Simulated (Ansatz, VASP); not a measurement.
# Cross-check of Sc between VASP and Ansatz, part 2 of 2

Aim: how closely do two programs agree when they are given the same cell, functional and k mesh? The cell is taken from a series of runs on this material, whose earlier steps may have relaxed, scaled, displaced or heated it; both programs get it as it stands.

VASP 6.6.1 and Ansatz 0.2.0.

So far: The starting structure; VASP: zone-centre phonons, PBEsol.

## Step 3: Ansatz: zone-centre phonons, PBEsol

Level of this step: Ansatz beside VASP: Kohn-Sham DFT, plane waves, PBEsol (Ansatz).

Ansatz runs on its PAW soft_1 files.

The same cell, functional, mesh and smearing now go to Ansatz, which takes its cutoff from its data sets.

Contents of input.yaml:

```yaml
crystal:
  lattice:
    - [3.298668683, 0.0, 0.0]
    - [-1.6493343415, 2.8567308782, 0.0]
    - [0.0, 0.0, 5.1162248993]
  atoms:
    - { symbol: Sc, position: [0.3333333333, 0.6666666667, 0.25] }
    - { symbol: Sc, position: [0.6666666667, 0.3333333333, 0.75] }
kpoints:
  mp_grid: { grid: [15, 15, 8] }
hamiltonian:
  xc: pbesol
  pseudopotentials: { kind: paw, azcp: { folder: soft_1 }, xc_functional: pbe }
scf:
  occupations: { method: methfessel_paxton, width: 0.2 }
output:
  eigenvalues: true
phonons:
  method: dfpt
```

Launch:

```
$ ansatz run input.yaml --threads 4 --pin off --max-ram 10240MiB --backend cpu --events-out ev --progress --plain --runs-dir out
```

Numbers of over 12 decimals in the logs are rounded to 6 here.

The log of the run:

```text
zone centre: on kpoints.mp_grid the ground state, and the responses unless they are solved on pairs of k-points, stand on 320 of the mesh's 1800 k-points, reduced under 4 symmetry operations, with k and −k counted as one. Each operation leaves every solved displacement unchanged or reverses it
Engine: ansatz 0.2.0, x86_64-unknown-linux-gnu
Pseudopotentials: kind: paw
Pseudopotential: Sc, paw, valence charge 11, recommended cutoff 420 eV (normal), soft_1/Sc.paw.azcp
Functional definition: PBEsol
  exchange = pbesol_x
  correlation = pbesol_c
Crystal: 2 atoms, lattice volume = 48.212 Å³
Basis set: ecut = 420 eV, 953 PW (Γ), exchange–correlation on 48×48×72 points (8 copies of the dense FFT grid, shifted against one another)
Bands: 15, of which v1, the nominal top of the filled ones, is band 11 counted from 1 (10 counted from 0)
Symmetry: 24 space group operations
k-points: 320 of 1800 (irreducible under 4 space group operations, time reversal used)
Non-local potential: Sc, projectors of the file, l = 0: 3, l = 1: 2, l = 2: 3, l = 3: 1
PAW form: soft (Blöchl's): semilocal exchange-correlation on the pseudo side does not see the compensation charge
PAW frozen core: Sc, regenerated for the run's functional, and the local potential with it (the file was generated under x = pbe(κ = 0.804, μ = 0.219515), c = pbe(β = 0.066725))
PAW one-centre angular grid: Sc, 590 points (default); XC on 64 Gauss nodes
Initial density: superposition of atomic densities (chi_scale 0.1, normalization cell)
Initial wavefunctions: pseudopotential atomic-orbital guess
Functional: x = pbesol(κ = 0.804, μ = 0.123457), c = pbesol(β = 0.046)
SCF iter   1: F=—  HF=-4222.887142 eV  |F-HF|=—  |Δ(HF+E_count)|=         —  Δρ=2.58e-2  dr2=4.14e-1  ethr=3.10e-3  ⟨swp⟩=3.1  Hψ=17450  notcnv=0
preconditioner: auto → none  [metal: Δε(μ)=0.012 eV  Ē_g=2.712 eV  σ=0.200 eV  W_gap=0.05  n_scr=8 (ndim 8)  ℏωp=13.1 eV  f_vac=0.000  D(μ)=4.07/eV (n_scr^D=42)  sad-step TF]
SCF iter   2: F=—  HF=-4222.787953 eV  |F-HF|=—  |Δ(HF+E_count)|=   9.92e-2  S|Δr|=    0.00e0  Δρ=1.47e-2  dr2=1.46e-1  ethr=1.88e-3  ⟨swp⟩=2.0  Hψ=8383  notcnv=0  defer=1
SCF iter   3: F=—  HF=-4222.739591 eV  |F-HF|=—  |Δ(HF+E_count)|=   4.84e-2  S|Δr|=    0.00e0  Δρ=1.08e-3  dr2=3.23e-4  ethr=6.64e-4  ⟨swp⟩=3.0  Hψ=9085  notcnv=0  defer=1
SCF iter   4: F=—  HF=-4222.739904 eV  |F-HF|=—  |Δ(HF+E_count)|=   3.13e-4  S|Δr|=    0.00e0  Δρ=6.94e-5  dr2=1.08e-6  ethr=1.47e-6  ⟨swp⟩=2.5  Hψ=8449  notcnv=0  defer=1
SCF iter   5: F=—  HF=-4222.739910 eV  |F-HF|=—  |Δ(HF+E_count)|=   6.53e-6  S|Δr|=    0.00e0  Δρ=1.86e-5  dr2=1.58e-7  ethr=4.89e-9  ⟨swp⟩=2.8  Hψ=8618  notcnv=0  defer=1
SCF iter   6: F=—  HF=-4222.739910 eV  |F-HF|=—  |Δ(HF+E_count)|=   5.65e-8  S|Δr|=    0.00e0  Δρ=1.03e-6  dr2=2.88e-10  ethr=7.18e-10  ⟨swp⟩=2.4  Hψ=8292  notcnv=0  defer=1
SCF iter   7: F=—  HF=-4222.739910 eV  |F-HF|=—  |Δ(HF+E_count)|=  1.66e-10  S|Δr|=    0.00e0  Δρ=3.16e-7  dr2=4.83e-11  ethr=1.00e-12  ⟨swp⟩=5.0  Hψ=18149  notcnv=0
SCF iter   8: F=-4222.739910 eV  HF=-4222.739910 eV  |F-HF|=0.00e0  |Δ(HF+E_count)|=  1.27e-11  S|Δr|=    0.00e0  Δρ=1.49e-8  dr2=6.87e-14  ethr=1.00e-12  ⟨swp⟩=4.5  Hψ=17371  notcnv=0
SCF 1 converged in 8 iterations: F = -4222.739910 eV  dr2 = 6.87e-14
  greatest PAW one-centre occupation: 0.998 electrons in one spin orbital (limit 2), on the Sc atom at site 1 (counted from 0), in its partial waves of l = 0
DFPT response loops at Γ: preconditioner auto → Kerker (q_TF=auto, 2.394 Å⁻¹) (partly filled bands, converged f_vac=0.000); β = 1.00, the filter's whole step (`scf.mixing.beta` (0.50) is not read by the response loops under this deck's `scf.mixing.preconditioner`; to damp them name `kerker` or `kerker_dos`, under which they read `scf.mixing.beta`, and type it under 1.00, their step now; both keys bind the ground state too); Broyden in place of MSR1
SCF converged after 8 iterations
Stability not checked: this state was not tested for a lower state beside it, because cold or Methfessel-Paxton smearing, or corrected tetrahedra, fill the levels in a way that the test cannot read (fill_not_monotonic; see scf.lower_state_search)
Free energy (F): -4222.739910 eV
Harris-Foulkes:  -4222.739910 eV  (|F-HF|=0.00e0)
Internal energy: -4222.735315 eV  (E = F + TS)
E sigma→0 (E₀):  -4222.738761 eV
Entropy (-TS):   -0.004595 eV (-2.298 meV/atom)
Fermi energy:    9.265994 eV
--- Per-component energies (eV) ---
  E_band       = -334.092841
  E_kinetic    = 412.698346
  E_local      = -1678.362732  (includes V_loc(G=0)·N_el)
  E_nonlocal   = 288.687318
  E_hartree    = 598.501165
  E_xc         = -168.803485
  E_vxc        = -208.337942  (∫ρ·V_xc dr)
  E_paw        = -1934.355337  (= ΣΔE_a)
  E_vpaw       = -345.780244  (= ΣTr[D̂ρ^β])
  E_aug_tail   = 0.000078  (compensation charges beyond the density's cutoff)
  E_ewald      = -1741.358719
  E_core_change = 0.258050  (= ΣΔE_core)
  E_smearing   = -0.004595  (= −TS)
  E_closure    = 0.000000  (closes the sum)
  Σ components = -4222.739910   (vs F -4222.739910, Δ=0.00e0)
--- Band table (eV; the first three rows and the last of 320) ---
  k-point 0: bands = [... 7 lower, -18.3385, 4.1000, 7.6043, 9.9675, 10.8798, 10.8798, 11.1774, 11.3514]
  k-point 1: bands = [... 7 lower, -18.3575, 4.2088, 7.4639, 9.9103, 10.8197, 10.8197, 11.1033, 11.2809]
  k-point 2: bands = [... 7 lower, -18.3838, 4.5275, 7.0336, 9.8763, 10.7365, 10.7365, 10.8954, 11.1133]
  k-point 319: bands = [... 7 lower, -18.4283, 7.8733, 7.8733, 9.4186, 9.4186, 10.0416, 10.0416, 11.5481]
--- Phonons (Γ-DFPT): 2 representative perturbations + reference, on 320 of 1800 k-points (Σ response iterations 6) ---
  k mesh reduced under 4 symmetry operations, with k and −k counted as one. Each operation leaves every solved displacement unchanged or reverses it
  ASR residual: 1.477e-5 → 0.000e0 eV/Å²; symmetrization residual: 1.402e-13 eV/Å²
  ASR residual per site (eV/Å²): 1.48e-5 1.48e-5
  Γ frequencies (cm⁻¹): 0.00 0.00 0.00 133.78 133.78 228.39
  non-analytic LO–TO correction: not included (Born effective charges unavailable; polar crystals: no LO–TO splitting at Γ)
```

## Step 4: Comparison

Known differences besides the potentials themselves: the cutoff is 420 eV in Ansatz and 500 eV in VASP; Ansatz makes its cores anew for this functional, VASP keeps those of its PBE data sets. Total energies have different zeros and are not compared.

Compared:

```csv
quantity,Ansatz,VASP,difference
optical mode 1 to 2 (cm⁻¹),133.8,134.7,-0.66 %
optical mode 3 (cm⁻¹),228.4,228.7,-0.14 %
```

Modes are paired by rising frequency, not by their patterns, so a pair may set unlike modes beside each other; they are those without the splitting of longitudinal modes.

## Step 5: Results

```json
{
 "r.m.s. difference of the optical zone-centre modes, each program's sorted by frequency (zone-centre phonons, PBEsol)": "0.75 cm⁻¹",
 "difference in optical mode 1 to 2 (zone-centre phonons, PBEsol)": "-0.7 %"
}
```

In words: The r.m.s. difference of the optical zone-centre modes, each program's sorted by frequency is 0.75 cm⁻¹ (zone-centre phonons, PBEsol). Among the rows given in per cent, the largest difference of the zone-centre phonons, PBEsol pair is in optical mode 1 to 2, -0.7 %. How closely two codes agree says nothing of how well the functional describes the real material.

[Lines on the potential files, build, host, timing and source positions are cut from VASP's logs without a mark.]

[Logs are printed without paths, hosts, clocks, repeated set-up lines and the standing remarks that a program may print on its own settings, such as how far it seeks lower states.]

[Hosts, paths, dates, database ids (printed as entryN), source tags and the programs' standing remarks are cut or masked in the printed files.]
